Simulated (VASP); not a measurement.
Here is the system:

```
BeSe
1.0
    3.06752     0.00000     0.00000
    0.00000     3.06752     0.00000
    0.00000     0.00000     3.06752
Be Se
1 1
Direct
  0.00000   0.00000   0.00000
  0.50000   0.50000   0.50000
```

Calculation: PBEsol GGA, VASP's PBE PAW potentials (set 64) (plane waves; VASP). Settings: 500 eV cut-off, 12×12×12 Γ-centred mesh, first-order Methfessel-Paxton smearing of 0.10 eV, potentials Be Se.

Task: Predict the energy per atom (σ→0), band gap (on the k-mesh) with the smallest direct gap where there is one.

Result: 
```json
{
  "band gap (on the k-mesh)": "none (metal, semimetal or under 0.01 eV)",
  "energy per atom (σ→0)": "-3.469 eV/atom"
}
```

Total energies compare only between runs with the same potentials, cut-off and functional.

The structure was generated: BeSe was put into the CsCl type type (Pm-3m), which need not be its known phase. It was relaxed first, which changed the volume by +30 %.
